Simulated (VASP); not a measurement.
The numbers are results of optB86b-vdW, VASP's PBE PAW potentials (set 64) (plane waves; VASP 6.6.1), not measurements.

A VASP calculation is set up with these files.

File POSCAR:
```
FePt
1.0
  2.7080376885   0.0000000000   0.0000000000
  0.0000000000   2.7080376885   0.0000000000
  0.0000000000   0.0000000000   3.7381564837
Fe Pt
1 1
Cartesian
  0.0000000000   0.0000000000   0.0000000000
  1.3540188443   1.3540188443   1.8690782419
```

### KPOINTS
```
kpoints
0
gamma
15 15 11
0 0 0
```

**INCAR**
```
SYSTEM = FePt
PREC = Accurate
ENCUT = 520
EDIFF = 1E-7
NELM = 100
ALGO = Normal
LREAL = .FALSE.
LASPH = .TRUE.
ISMEAR = -5
GGA = MK
PARAM1 = 0.1234
PARAM2 = 1.0
LUSE_VDW = .TRUE.
AGGAC = 0.0
LMAXMIX = 6
ISPIN = 2
MAGMOM = 2.9 0.3
LORBIT = 11
LWAVE = .FALSE.
LCHARG = .TRUE.
NEDOS = 601
ISIF = 2
```

POTCAR, in this order: Fe Pt (PBE.64 set). Program: vasp_std.

Unless said otherwise, spin-orbit coupling is left out, though it shifts the bands of the heavy elements here.

Problem. Predict the energy per atom (σ→0), cell moment, band gap (on the k-mesh).

Solution. 
The energy per atom (σ→0) is -5.089 eV/atom and the cell moment is 3.19 μB. The band gap (on the k-mesh) comes out as none (metal, semimetal or under 0.01 eV).

### OSZICAR
```
...
DAV:  13    -0.101779252588E+02   -0.22612E-04   -0.34700E-05 16859   0.114E-01    0.356E-02
DAV:  14    -0.101779253973E+02   -0.13852E-06   -0.43934E-06 18523   0.473E-02    0.124E-02
DAV:  15    -0.101779273396E+02   -0.19423E-05   -0.20197E-06 17600   0.338E-02    0.321E-03
DAV:  16    -0.101779270427E+02    0.29689E-06   -0.21313E-07  9280   0.689E-03    0.168E-03
DAV:  17    -0.101779265385E+02    0.50420E-06   -0.47826E-08  7362   0.248E-03    0.122E-03
DAV:  18    -0.101779268128E+02   -0.27436E-06   -0.13199E-08  6956   0.292E-03    0.271E-04
DAV:  19    -0.101779268080E+02    0.47964E-08   -0.28814E-09  6844   0.603E-04
   1 F= -.10177927E+02 E0= -.10177927E+02  d E =0.000000E+00  mag=     3.1931
```

The compound is FePt in the L1_0 structure. It was relaxed first.
